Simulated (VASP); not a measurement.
OSZICAR of a VASP run on Cu (fcc):

File OSZICAR:
```
       N       E                     dE             d eps       ncg     rms          rms(c)
DAV:   1     0.380581285281E+02    0.38058E+02   -0.57147E+03  4105   0.207E+03
DAV:   2    -0.155595792654E+01   -0.39614E+02   -0.37507E+02  3979   0.196E+02
DAV:   3    -0.199699917552E+01   -0.44104E+00   -0.43981E+00  4658   0.298E+01
DAV:   4    -0.200010278114E+01   -0.31036E-02   -0.31025E-02  4822   0.229E+00
DAV:   5    -0.200013658804E+01   -0.33807E-04   -0.33812E-04  4803   0.193E-01    0.791E+00
DAV:   6    -0.141720513627E+01    0.58293E+00   -0.17421E+01  4169   0.983E+01    0.386E+00
DAV:   7    -0.105175476397E+01    0.36545E+00   -0.26396E+00  4235   0.380E+01    0.588E-01
DAV:   8    -0.103971264508E+01    0.12042E-01   -0.50456E-03  4320   0.122E+00    0.292E-01
DAV:   9    -0.103815312545E+01    0.15595E-02   -0.99187E-03  4436   0.215E+00    0.277E-02
DAV:  10    -0.103816051753E+01   -0.73921E-05   -0.42340E-05  5932   0.131E-01    0.714E-03
DAV:  11    -0.103816079518E+01   -0.27765E-06   -0.72192E-07  4387   0.164E-02    0.355E-04
DAV:  12    -0.103816094178E+01   -0.14660E-06   -0.18246E-08  2573   0.218E-03    0.170E-04
DAV:  13    -0.103816099957E+01   -0.57789E-07   -0.37590E-09  2209   0.138E-03
   1 F= -.10381610E+01 E0= -.10381610E+01  d E =0.000000E+00
```

Q: Which electronic solver shows in the log?

A: It is blocked Davidson (ALGO = Normal, or the opening steps of other solvers). The INCAR had ALGO = Normal.

Q: Can the final energy be trusted as converged?

A: The run converged. It stopped with EDIFF = 1E-7, NELM = 100 (vdW-DF-cx, plane waves, VASP's PBE PAW potentials (set 64)).

The compound is Cu in the fcc structure. It was relaxed first.
